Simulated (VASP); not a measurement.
Method: PBE GGA, VASP's PBE PAW potentials (set 64) (plane waves; VASP).

Gaps are without spin-orbit coupling.

Problem. Order these relaxed crystals by band gap, smallest first: MgI2, P-3m1 (164); CdSe, P6_3mc (186); CaS, Fm-3m (225); ZnS, F-43m (216).

Solution. CdSe, P6_3mc (186) (0.55 eV), ZnS, F-43m (216) (2.02 eV), CaS, Fm-3m (225) (2.38 eV), MgI2, P-3m1 (164) (3.61 eV)
